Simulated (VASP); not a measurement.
# BP: cell size against the level of theory, part 3 of 3

How close do the usual functionals, with and without dispersion, come to the cell of BP? LASPH is on for some levels and off for others; the table marks which. The start is a cell from a database of measured crystal structures.

VASP 6.6.1, plane waves and PAW; the level of theory is named at each step.

So far. Step 6 (Relaxation with r2SCAN + rVV10): It ends at 11.60 Å³/atom, -0.7 % from the start, with 0.01 GPa left. The conventional cell has a = 4.527 Å. Against plain r2SCAN, the dispersion term moves a by -0.1 %. Step 7 (Relaxation with AM05): It ends at 11.54 Å³/atom, -1.2 % from the start, with 0.00 GPa left. The conventional cell has a = 4.519 Å.

## 8. Relaxation with revPBE + D3(BJ)

This step: revPBE with D3(BJ); plane waves and PAW (B, P) (VASP 6.6.1).

revPBE by itself binds more weakly than PBE and expands cells; dispersion terms fitted to it are the larger for that.

INCAR

```
SYSTEM = BP
PREC = Accurate
ENCUT = 520
EDIFF = 1E-06
NELM = 100
ISMEAR = -1
SIGMA = 0.05
LREAL = .FALSE.
ALGO = Normal
GGA = RE
IVDW = 12
NBANDS = 10
LORBIT = 11
LWAVE = .FALSE.
LCHARG = .FALSE.
KPAR = 2
IBRION = 2
NSW = 60
ISIF = 3
EDIFFG = -0.01
```

POSCAR

```
BP
1.0
    0.0000000000      2.2690000000      2.2690000000
    2.2690000000      0.0000000000      2.2690000000
    2.2690000000      2.2690000000      0.0000000000
B P
1 1
Direct
    0.0000000000      0.0000000000      0.0000000000
    0.2500000000      0.2500000000      0.2500000000
```

KPOINTS

```
Automatic mesh
0
Gamma
10 10 10
0 0 0
```

Potentials, in the order of the species: B and P (PBE family, release 64).

Run with:

```sh
$ mpirun -np 2 vasp_std
```

The program printed:

```text
[... set-up lines as in an earlier step ...]
 entering main loop
       N       E                     dE             d eps       ncg     rms          rms(c)
DAV:   1     0.104411224672E+02    0.10441E+02   -0.40233E+03   940   0.717E+02
DAV:   2    -0.124545233631E+02   -0.22896E+02   -0.21606E+02  1308   0.113E+02
DAV:   3    -0.130384300018E+02   -0.58391E+00   -0.58319E+00  1152   0.168E+01
DAV:   4    -0.130405152632E+02   -0.20853E-02   -0.20850E-02  1186   0.116E+00
[...]
DAV:  11    -0.123823687341E+02   -0.14202E-04   -0.18222E-05  1208   0.310E-02    0.256E-02
DAV:  12    -0.123823707865E+02   -0.20524E-05   -0.37799E-06  1082   0.131E-02    0.615E-03
DAV:  13    -0.123823707557E+02    0.30792E-07   -0.55792E-08   542   0.181E-03
   1 F= -.13686674E+02 E0= -.13686674E+02  d E =-.136867E+02
[...]
N       E                     dE             d eps       ncg     rms          rms(c)
DAV:   1    -0.123366298722E+02    0.45741E-01   -0.12471E+00  1052   0.744E+00    0.150E+00
[...]
DAV:   7    -0.122995079865E+02   -0.12301E-05   -0.75933E-07   568   0.529E-03    0.162E-03
DAV:   8    -0.122995077717E+02    0.21486E-06   -0.79302E-08   482   0.237E-03
   2 F= -.13694401E+02 E0= -.13694401E+02  d E =-.772768E-02
 trial-energy change:   -0.007728  1 .order   -0.006528   -0.059552    0.046496
 step:   0.5781(harm=  0.5616)  dis= 0.00000  next Energy=   -13.704119 (dE=-0.174E-01)
[...]
N       E                     dE             d eps       ncg     rms          rms(c)
DAV:   1    -0.123551239600E+02   -0.55616E-01   -0.21760E-01  1052   0.304E+00    0.617E-01
DAV:   2    -0.123500567051E+02    0.50673E-02   -0.98317E-03  1050   0.545E-01    0.350E-01
DAV:   3    -0.123485817892E+02    0.14749E-02   -0.32418E-03  1040   0.274E-01    0.979E-02
DAV:   4    -0.123484908677E+02    0.90922E-04   -0.95786E-05  1106   0.633E-02    0.777E-02
DAV:   5    -0.123484604085E+02    0.30459E-04   -0.39185E-05  1084   0.387E-02    0.371E-02
DAV:   6    -0.123484593011E+02    0.11074E-05   -0.13081E-06   950   0.834E-03    0.680E-03
DAV:   7    -0.123484589785E+02    0.32257E-06   -0.13485E-07   474   0.221E-03
   3 F= -.13704256E+02 E0= -.13704256E+02  d E =-.175820E-01
[...]
reached required accuracy - stopping structural energy minimisation
```

The job ended after 6.8 s (2 MPI ranks of Intel Xeon 6975P-C (Granite Rapids), shared host; peak memory 0.28 GiB).

From OUTCAR (step 8):

```text
 Edisp (eV)   -1.39489

 Edisp (eV)   -1.35580

  Total      -0.00084    -0.00084    -0.00084     0.00000    -0.00000     0.00000
  in kB      -0.05961    -0.05961    -0.05961     0.00000    -0.00000     0.00000
  external pressure =       -0.06 kB  Pullay stress =        0.00 kB

 POSITION                                       TOTAL-FORCE (eV/Angst)
 -----------------------------------------------------------------------------------
     -0.00000      0.00000      0.00000         0.000000      0.000000      0.000000
      1.12015      1.12015      1.12015        -0.000000     -0.000000     -0.000000
 -----------------------------------------------------------------------------------
    total drift:                                0.000000      0.000000      0.000000

  FREE ENERGIE OF THE ION-ELECTRON SYSTEM (eV)
  ---------------------------------------------------
  free  energy   TOTEN  =       -13.7042555887 eV

  energy  without entropy=      -13.7042555045  energy(sigma->0) =      -13.70425555

[... 2 parts as in an earlier step ...]

[... 2 further parts left out ...]
[key lines of the parts left out:]
E-fermi :   8.5322
```

It ends at 11.24 Å³/atom, -3.7 % from the start, with -0.01 GPa left. The conventional cell has a = 4.481 Å.

## 9. Relaxation with BLYP + D3(BJ)

This step: BLYP with D3(BJ); plane waves and PAW (B, P) (VASP 6.6.1).

BLYP comes from molecular chemistry and underbinds dense solids.

INCAR: that of step 8 with these lines changed.

```diff
@@ -9,4 +9,12 @@
 ALGO = Normal
-GGA = RE
+GGA = B5
+ALDAX = 1
+AGGAX = 1
+AGGAC = 1
+ALDAC = 0
 IVDW = 12
+VDW_S6 = 1
+VDW_S8 = 2.6996
+VDW_A1 = 0.4298
+VDW_A2 = 4.2359
 NBANDS = 10
```

POSCAR is that of step 8.

KPOINTS is that of step 8.

Run with:

```sh
$ mpirun -np 2 vasp_std
```

The program printed:

```text
[banner, memory and clock lines left out]
running    2 mpi-ranks, on    1 nodes
[...]
[... a notice as in an earlier step ...]

 LDA part: xc-table for (Slater(with rela. corr.)+VWN5), standard interpolation
 POSCAR, INCAR and KPOINTS ok, starting setup
[...]
entering main loop
       N       E                     dE             d eps       ncg     rms          rms(c)
DAV:   1     0.118382865721E+02    0.11838E+02   -0.40262E+03   940   0.716E+02
DAV:   2    -0.116987950568E+02   -0.23537E+02   -0.22237E+02  1314   0.114E+02
DAV:   3    -0.123115197241E+02   -0.61272E+00   -0.61197E+00  1154   0.174E+01
DAV:   4    -0.123138470113E+02   -0.23273E-02   -0.23270E-02  1186   0.126E+00
[...]
DAV:  10    -0.115642028470E+02   -0.10955E-03   -0.32636E-04  1110   0.134E-01    0.401E-02
DAV:  11    -0.115642052991E+02   -0.24522E-05   -0.47326E-06  1154   0.184E-02    0.356E-02
DAV:  12    -0.115642058653E+02   -0.56615E-06   -0.31732E-06  1008   0.101E-02
   1 F= -.12935614E+02 E0= -.12935614E+02  d E =-.129356E+02
[...]
DAV:   4    -0.115134226220E+02    0.18604E-03   -0.23689E-04  1114   0.987E-02    0.836E-02
DAV:   5    -0.115133948045E+02    0.27818E-04   -0.52396E-05  1100   0.478E-02    0.422E-02
DAV:   6    -0.115133957286E+02   -0.92412E-06   -0.21919E-06  1018   0.110E-02
   2 F= -.12938608E+02 E0= -.12938608E+02  d E =-.299380E-02
 trial-energy change:   -0.002994  1 .order   -0.002767   -0.019997    0.014463
 step:   0.5899(harm=  0.5803)  dis= 0.00000  next Energy=   -12.941558 (dE=-0.594E-02)
[...]
N       E                     dE             d eps       ncg     rms          rms(c)
DAV:   1    -0.115408686881E+02   -0.27474E-01   -0.69470E-02  1054   0.174E+00    0.315E-01
DAV:   2    -0.115392345652E+02    0.16341E-02   -0.33823E-03  1060   0.317E-01    0.168E-01
DAV:   3    -0.115387746489E+02    0.45992E-03   -0.98239E-04  1052   0.154E-01    0.434E-02
DAV:   4    -0.115387373612E+02    0.37288E-04   -0.43724E-05  1102   0.419E-02    0.309E-02
DAV:   5    -0.115387308335E+02    0.65277E-05   -0.79037E-06  1124   0.186E-02    0.167E-02
DAV:   6    -0.115387304098E+02    0.42371E-06   -0.33898E-07   492   0.432E-03
   3 F= -.12941577E+02 E0= -.12941577E+02  d E =-.596301E-02
[...]
reached required accuracy - stopping structural energy minimisation
```

Wall time 12 s (2 MPI ranks); peak memory 0.28 GiB.

OUTCAR, selected parts (step 9):

```text
 Edisp (eV)   -1.42521

 Edisp (eV)   -1.40285

  Total      -0.00041    -0.00041    -0.00041     0.00000    -0.00000     0.00000
  in kB      -0.02907    -0.02907    -0.02907     0.00000    -0.00000     0.00000
  external pressure =       -0.03 kB  Pullay stress =        0.00 kB

 POSITION                                       TOTAL-FORCE (eV/Angst)
 -----------------------------------------------------------------------------------
      0.00000      0.00000      0.00000         0.000000      0.000000      0.000000
      1.12601      1.12601      1.12601        -0.000000     -0.000000     -0.000000
 -----------------------------------------------------------------------------------
    total drift:                               -0.000000     -0.000000      0.000000

  FREE ENERGIE OF THE ION-ELECTRON SYSTEM (eV)
  ---------------------------------------------------
  free  energy   TOTEN  =       -12.9415768572 eV

  energy  without entropy=      -12.9415768532  energy(sigma->0) =      -12.94157686

[... 2 parts as in an earlier step ...]

[... 2 further parts left out ...]
[key lines of the parts left out:]
E-fermi :   8.7870
```

It ends at 11.42 Å³/atom, -2.2 % from the start, with 0.00 GPa left. The conventional cell has a = 4.504 Å.

## 10. The cells as a table

This step: relaxed cells at several levels; plane waves and PAW (VASP 6.6.1).

This step runs nothing: it gathers the runs above.

Lengths are those of the conventional cell; cost is the wall time of each run, as given at its step, times its ranks, without the set-up around it; LASPH differs between rows, which moves results and costs too. Results by level, by row:

```
          level  volume (Å³/atom)  change from the start (%)  a (Å)  cost (core minutes)  LASPH
            LDA             11.38                       -2.6  4.499                  0.2    off
            PBE             11.75                        0.5  4.546                 0.18    off
         r2SCAN             11.63                       -0.4  4.532                0.573     on
   PBE + D3(BJ)             11.43                       -2.2  4.505                 0.18    off
 r2SCAN + rVV10              11.6                       -0.7  4.527                 1.97     on
           AM05             11.54                       -1.2  4.519                0.267    off
revPBE + D3(BJ)             11.24                       -3.7  4.481                0.227    off
  BLYP + D3(BJ)             11.42                       -2.2  4.504                0.393    off
```

## 11. Results

```
volume, LDA             : 11.38 Å³/atom
volume, PBE             : 11.75 Å³/atom
volume, r2SCAN          : 11.63 Å³/atom
volume, PBE + D3(BJ)    : 11.43 Å³/atom
volume, r2SCAN + rVV10  : 11.60 Å³/atom
volume, AM05            : 11.54 Å³/atom
volume, revPBE + D3(BJ) : 11.24 Å³/atom
volume, BLYP + D3(BJ)   : 11.42 Å³/atom
```

In words: For BP the levels give volumes between 11.24 Å³/atom (revPBE + D3(BJ)) and 11.75 Å³/atom (PBE), a spread of 4.5 %, while the cost of the finished runs spans a factor of 11. Within 1 % of experiment on every length: LDA, PBE, r2SCAN, PBE + D3(BJ), r2SCAN + rVV10, AM05 and BLYP + D3(BJ). The nearest, r2SCAN, took 3.2 times the core time of PBE and lowers the largest miss from 0.18 to 0.14 %. Thermal and zero-point expansion, often some tenths of a per cent in length, bear on this order: with the measured lengths lowered by an assumed 0.4 % the nearest becomes AM05. The costs hold the number of ionic steps as well as the price of the functional. The closing table has room for seven levels; BLYP + D3(BJ) stands in the table of levels alone. Adding D3(BJ) to PBE changes the volume by -2.7 % (a by -0.9 %). Adding rVV10 to r2SCAN changes the volume by -0.3 % (a by -0.1 %). Within 0.02 Å all end in space group F-43m; the runs can't lower the symmetry of the start. LASPH is on for some levels and off for others, so differences between them are not the functional's alone. Each is a single relaxation on the plane waves of the start cell, so larger changes of volume carry a basis-set error that was not tested here.

Comparison with the measured values:

```
              quantity  measured             LDA             PBE          r2SCAN    PBE + D3(BJ)  r2SCAN + rVV10            AM05  revPBE + D3(BJ)
lattice constant a (Å)    4.5383  4.499 (-0.9 %)  4.546 (+0.2 %)  4.532 (-0.1 %)  4.505 (-0.7 %)  4.527 (-0.3 %)  4.519 (-0.4 %)   4.481 (-1.3 %)
```

Measured values from arxiv:1906.04101 (2019).

**Verdict.** For the lattice constant a, of the levels listed nearest comes r2SCAN (-0.1 %, good agreement) and farthest revPBE + D3(BJ) (-1.3 %, fair agreement). The grades are ours: good and fair within 0.7 and 1.5 % for the lattice constant a. Zero-point motion and thermal expansion (measured at up to 100 K) are not in the computed lattice constants.

[Lines on the potential files, build, host, timing and source positions are cut from VASP's logs without a mark.]

[Logs are printed without paths, hosts, clocks, repeated set-up lines and the standing remarks that a program may print on its own settings, such as how far it seeks lower states.]

[Hosts, paths, dates, database ids (printed as entryN), source tags and the programs' standing remarks are cut or masked in the printed files.]

[A measured line is paired with the nearest computed mode of its activity, which favours agreement.]
